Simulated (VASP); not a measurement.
Consider the following.

```
TaC
1.0
    0.00000     2.20288     2.20288
    2.20288     0.00000     2.20288
    2.20288     2.20288     0.00000
Ta C
1 1
Direct
  0.00000   0.00000   0.00000
  0.50000   0.50000   0.50000
```

These are RPBE GGA, VASP's PBE PAW potentials (set 64) (plane waves; VASP) values and carry that method's errors. Run with 520 eV cut-off, 14×14×14 Γ-centred mesh, first-order Methfessel-Paxton smearing of 0.10 eV, potentials Ta_pv C.

### Question
The job: TaC (rock salt), 2 atoms, RPBE, static run, 520 eV, 14×14×14 Γ-centred mesh. Roughly how much core time does it take on a busy server core?

### Answer
About 40 core-seconds (one run on a shared machine, a rough figure). It had 104 irreducible k-points, 11 bands, up to 588 plane waves and 14 electronic steps.

The compound is TaC in the rock salt structure. This cell is one point of a volume scan, at 0.94 of the reference volume.
